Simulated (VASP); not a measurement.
Level of theory: PBEsol GGA, VASP's PBE PAW potentials (set 64) (plane waves; VASP).

Input for VASP

POSCAR:
```
YB
1.0
  3.5620000000   0.0000000000   0.0000000000
  0.0000000000   3.5620000000   0.0000000000
  0.0000000000   0.0000000000   3.5620000000
Y B
1 1
Cartesian
  0.0000000000   0.0000000000   0.0000000000
  1.7810000000   1.7810000000   1.7810000000
```

**KPOINTS**
```
Automatic
0
gamma
  9 9 9
```

INCAR:
```
ALGO = Normal
EDIFF = 1E-6
EDIFFG = -0.01
ENCUT = 520
GGA = PS
IBRION = 2
ISIF = 3
ISMEAR = 1
LASPH = .True.
LCHARG = .False.
LMAXMIX = 4
LREAL = .False.
LWAVE = .False.
NELM = 100
NSW = 60
PREC = Accurate
SIGMA = 0.1
SYSTEM = YB
```

POTCAR, in this order: Y_sv B (PBE.64 set). Program: vasp_std.

What VASP printed:

### OSZICAR
```
...
DAV:   6    -0.134182487798E+02   -0.37613E-01   -0.14208E-02  1181   0.760E-01    0.105E+00
DAV:   7    -0.134439413866E+02   -0.25693E-01   -0.37570E-02  1176   0.874E-01    0.330E-01
DAV:   8    -0.134453539606E+02   -0.14126E-02   -0.17209E-03   828   0.401E-01    0.377E-02
DAV:   9    -0.134453486875E+02    0.52730E-05   -0.46686E-04  1122   0.133E-01    0.511E-02
DAV:  10    -0.134453824989E+02   -0.33811E-04   -0.49911E-05   809   0.770E-02    0.155E-02
DAV:  11    -0.134453824552E+02    0.43700E-07   -0.38506E-06   981   0.946E-03
   2 F= -.13445382E+02 E0= -.13444917E+02  d E =-.946792E+00
       N       E                     dE             d eps       ncg     rms          rms(c)
DAV:   1    -0.137774513949E+02   -0.33207E+00   -0.56926E+00  1258   0.190E+01    0.487E+00
DAV:   2    -0.134931361051E+02    0.28432E+00   -0.76445E-01  1207   0.658E+00    0.266E+00
DAV:   3    -0.134633637751E+02    0.29772E-01   -0.13260E-01  1067   0.225E+00    0.176E+00
DAV:   4    -0.134737984779E+02   -0.10435E-01   -0.37836E-02  1167   0.978E-01    0.799E-01
DAV:   5    -0.134793403957E+02   -0.55419E-02   -0.56069E-03  1263   0.428E-01    0.142E-01
DAV:   6    -0.134799396555E+02   -0.59926E-03   -0.14481E-03  1323   0.260E-01    0.890E-02
DAV:   7    -0.134799675166E+02   -0.27861E-04   -0.66692E-05  1183   0.638E-02    0.786E-03
DAV:   8    -0.134799677536E+02   -0.23695E-06   -0.22792E-06   899   0.119E-02
   3 F= -.13479968E+02 E0= -.13479514E+02  d E =-.981377E+00
       N       E                     dE             d eps       ncg     rms          rms(c)
DAV:   1    -0.134845653635E+02   -0.45978E-02   -0.96352E-02  1194   0.249E+00    0.599E-01
DAV:   2    -0.134800070337E+02    0.45583E-02   -0.10194E-02  1137   0.829E-01    0.312E-01
DAV:   3    -0.134794037075E+02    0.60333E-03   -0.36207E-03  1087   0.360E-01    0.231E-01
DAV:   4    -0.134795697292E+02   -0.16602E-03   -0.35619E-04  1223   0.101E-01    0.969E-02
DAV:   5    -0.134796577239E+02   -0.87995E-04   -0.13138E-04  1226   0.526E-02    0.249E-02
DAV:   6    -0.134796701514E+02   -0.12428E-04   -0.20286E-05  1241   0.304E-02    0.119E-02
DAV:   7    -0.134796702594E+02   -0.10800E-06   -0.63239E-07   461   0.774E-03
   4 F= -.13479670E+02 E0= -.13479263E+02  d E =-.981080E+00
       N       E                     dE             d eps       ncg     rms          rms(c)
DAV:   1    -0.134796933818E+02   -0.23230E-04   -0.68121E-05  1091   0.775E-02    0.154E-02
DAV:   2    -0.134796901434E+02    0.32383E-05   -0.63361E-06   975   0.227E-02    0.785E-03
DAV:   3    -0.134796895486E+02    0.59482E-06   -0.31321E-06   772   0.109E-02
   5 F= -.13479690E+02 E0= -.13479280E+02  d E =-.192892E-04
       N       E                     dE             d eps       ncg     rms          rms(c)
DAV:   1    -0.134797745350E+02   -0.84392E-04   -0.52891E-04  1170   0.188E-01    0.441E-02
DAV:   2    -0.134797485610E+02    0.25974E-04   -0.58218E-05  1115   0.621E-02    0.243E-02
DAV:   3    -0.134797453492E+02    0.32118E-05   -0.18598E-05  1095   0.262E-02    0.175E-02
DAV:   4    -0.134797468300E+02   -0.14807E-05   -0.22509E-06   871   0.805E-03    0.721E-03
DAV:   5    -0.134797477226E+02   -0.89261E-06   -0.67451E-07   438   0.454E-03
   6 F= -.13479748E+02 E0= -.13479335E+02  d E =-.774631E-04
       N       E                     dE             d eps       ncg     rms          rms(c)
DAV:   1    -0.134797487071E+02   -0.18771E-05   -0.39402E-07   385   0.404E-03    0.834E-04
DAV:   2    -0.134797487322E+02   -0.25138E-07   -0.14024E-07   385   0.224E-03
   7 F= -.13479749E+02 E0= -.13479336E+02  d E =-.100964E-05
       N       E                     dE             d eps       ncg     rms          rms(c)
DAV:   1    -0.134797509816E+02   -0.22745E-05   -0.58462E-07   385   0.754E-03    0.141E-03
DAV:   2    -0.134797509824E+02   -0.87971E-09   -0.66169E-08   385   0.253E-03
   8 F= -.13479751E+02 E0= -.13479338E+02  d E =-.325988E-05
       N       E                     dE             d eps       ncg     rms          rms(c)
DAV:   1    -0.134797555328E+02   -0.45512E-05   -0.25953E-06   688   0.140E-02    0.316E-03
DAV:   2    -0.134797553934E+02    0.13933E-06   -0.32795E-07   385   0.612E-03
   9 F= -.13479755E+02 E0= -.13479342E+02  d E =-.767086E-05
       N       E                     dE             d eps       ncg     rms          rms(c)
DAV:   1    -0.134797646564E+02   -0.91237E-05   -0.10469E-05  1002   0.277E-02    0.665E-03
DAV:   2    -0.134797640384E+02    0.61808E-06   -0.11013E-06   426   0.101E-02
  10 F= -.13479764E+02 E0= -.13479350E+02  d E =-.163158E-04
       N       E                     dE             d eps       ncg     rms          rms(c)
DAV:   1    -0.134797821401E+02   -0.17484E-04   -0.43348E-05   858   0.653E-02    0.129E-02
DAV:   2    -0.134797802361E+02    0.19040E-05   -0.48149E-06   819   0.205E-02    0.816E-03
DAV:   3    -0.134797798341E+02    0.40203E-06   -0.30788E-06   712   0.107E-02
  11 F= -.13479780E+02 E0= -.13479364E+02  d E =-.321115E-04
       N       E                     dE             d eps       ncg     rms          rms(c)
DAV:   1    -0.134798226928E+02   -0.42457E-04   -0.21852E-04  1090   0.122E-01    0.277E-02
DAV:   2    -0.134798124883E+02    0.10205E-04   -0.25465E-05  1029   0.442E-02    0.160E-02
DAV:   3    -0.134798110600E+02    0.14283E-05   -0.98219E-06  1067   0.188E-02    0.120E-02
DAV:   4    -0.134798118209E+02   -0.76091E-06   -0.48957E-07   455   0.499E-03
  12 F= -.13479812E+02 E0= -.13479394E+02  d E =-.640983E-04
       N       E                     dE             d eps       ncg     rms          rms(c)
DAV:   1    -0.134799072057E+02   -0.96146E-04   -0.82579E-04  1018   0.247E-01    0.541E-02
DAV:   2    -0.134798706988E+02    0.36507E-04   -0.94961E-05   976   0.896E-02    0.292E-02
DAV:   3    -0.134798642919E+02    0.64069E-05   -0.38048E-05  1117   0.377E-02    0.222E-02
DAV:   4    -0.134798662864E+02   -0.19944E-05   -0.17855E-06   812   0.879E-03    0.953E-03
DAV:   5    -0.134798676476E+02   -0.13612E-05   -0.31789E-06   943   0.731E-03    0.275E-03
DAV:   6    -0.134798677180E+02   -0.70424E-07   -0.36238E-08   385   0.177E-03
  13 F= -.13479868E+02 E0= -.13479446E+02  d E =-.119995E-03
       N       E                     dE             d eps       ncg     rms          rms(c)
DAV:   1    -0.134801316091E+02   -0.26396E-03   -0.36274E-03  1170   0.491E-01    0.116E-01
DAV:   2    -0.134799596374E+02    0.17197E-03   -0.36893E-04  1091   0.163E-01    0.592E-02
DAV:   3    -0.134799362778E+02    0.23360E-04   -0.15649E-04  1106   0.740E-02    0.455E-02
DAV:   4    -0.134799438557E+02   -0.75779E-05   -0.10785E-05  1207   0.187E-02    0.187E-02
DAV:   5    -0.134799482546E+02   -0.43990E-05   -0.60426E-06  1076   0.111E-02    0.553E-03
DAV:   6    -0.134799491770E+02   -0.92235E-06   -0.27899E-07   424   0.463E-03
  14 F= -.13479949E+02 E0= -.13479518E+02  d E =-.201454E-03
       N       E                     dE             d eps       ncg     rms          rms(c)
DAV:   1    -0.134807190377E+02   -0.77078E-03   -0.14452E-02  1170   0.976E-01    0.232E-01
DAV:   2    -0.134800347405E+02    0.68430E-03   -0.14636E-03  1094   0.323E-01    0.121E-01
DAV:   3    -0.134799420789E+02    0.92662E-04   -0.60901E-04  1095   0.146E-01    0.902E-02
DAV:   4    -0.134799706317E+02   -0.28553E-04   -0.45971E-05  1215   0.380E-02    0.367E-02
DAV:   5    -0.134799863191E+02   -0.15687E-04   -0.22980E-05  1192   0.217E-02    0.105E-02
DAV:   6    -0.134799892768E+02   -0.29577E-05   -0.15739E-06   746   0.955E-03    0.207E-03
DAV:   7    -0.134799895635E+02   -0.28665E-06   -0.48467E-07   403   0.459E-03
  15 F= -.13479990E+02 E0= -.13479541E+02  d E =-.241841E-03
```

### OUTCAR
```
------------------------ aborting loop because EDIFF is reached ----------------------------------------
  FORCE on cell =-STRESS in cart. coord.  units (eV):
  Direction    XX          YY          ZZ          XY          YZ          ZX
  --------------------------------------------------------------------------------------
  Total        0.0130113      0.0130113      0.0130113     -0.0000000     -0.0000000     -0.0000000
  in kB        0.6495912      0.6495912      0.6495912     -0.0000000     -0.0000000     -0.0000000
  external PRESSURE =       0.6495912 kB  Pullay stress =       0.0000000 kB
  volume of cell :       32.09
      direct lattice vectors                 reciprocal lattice vectors
     3.177824592 -0.000000000  0.000000000     0.314680679  0.000000000  0.000000000
    -0.000000000  3.177824592  0.000000000     0.000000000  0.314680679  0.000000000
    -0.000000000 -0.000000000  3.177824592    -0.000000000 -0.000000000  0.314680679
 POSITION                                       TOTAL-FORCE (eV/Angst)
 -----------------------------------------------------------------------------------
     -0.00000     -0.00000      3.17782         0.000000     -0.000000      0.000000
      1.58891      1.58891      1.58891        -0.000000      0.000000      0.000000
 -----------------------------------------------------------------------------------
    total drift:                               -0.000000      0.000000      0.000000
  FREE ENERGIE OF THE ION-ELECTRON SYSTEM (eV)
  ---------------------------------------------------
  free  energy   TOTEN  =       -13.4799895635 eV

  energy  without entropy=      -13.4786450165  energy(sigma->0) =      -13.47954138

 reached required accuracy - stopping structural energy minimisation
```
(Selected blocks of OUTCAR.)

**CONTCAR**
```
YB
   1.00000000000000
     3.1778245922872461   -0.0000000000000000    0.0000000000000000
    -0.0000000000000000    3.1778245922872461    0.0000000000000000
    -0.0000000000000000   -0.0000000000000001    3.1778245922872461
  Y               B
     1     1
Direct
     0.0000000000000000    0.0000000000000000    1.0000000000000000
     0.5000000000000000    0.5000000000000000    0.5000000000000000
```

Energy and stress use the plane-wave basis of the starting cell.

The structure was generated: YB was put into the CsCl type type (Pm-3m), which need not be its known phase. This run relaxes it. Symmetry was kept, so distortions that lower it aren't found.
